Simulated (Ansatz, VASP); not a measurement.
## RbVS3 in VASP and in Ansatz

```
Rb V S
1.0
     4.70930    0.00000    0.00000
     0.00000    4.70930    0.00000
     0.00000    0.00000    4.70930
Rb V S
1 1 3
Direct
  0.50000 0.50000 0.50000
  0.00000 0.00000 0.00000
  0.50000 0.00000 0.00000
  0.00000 0.50000 0.00000
  0.00000 0.00000 0.50000
```

Alike in both runs: functional PBE; k mesh 4 × 4 × 4; occupations gaussian, width 0.1 eV; collinear spin.

Ansatz relaxed the structure, and its values are those at the end. VASP's run is a single point on that final structure, the one shown.

```csv
,VASP,Ansatz
version,VASP 6.6.1,Ansatz 0.2.0
potentials or method,"VASP PAW PBE potentials, release 64 (Rb_sv, V_sv, S)","scalar-relativistic, plane waves, PAW"
plane-wave cutoff (eV),520,420
valence electrons in the cell,40,40
```

|  | VASP | Ansatz | Ansatz less VASP |
| --- | --- | --- | --- |
| gap on the k mesh at the Fermi level (eV) | none | none | - |
| pressure (GPa) | 0.3 | 0.3 | -0.04 |
| net moment per atom (μB) | 0.00 | 0.00 | 0.000 |

A gap of «none» marks a metal or a gap that the smearing closes. The functional is the same, so the differences come from potentials, cutoffs and numerics. Ansatz warned: «filled_band_counts_differ_across_k_points».
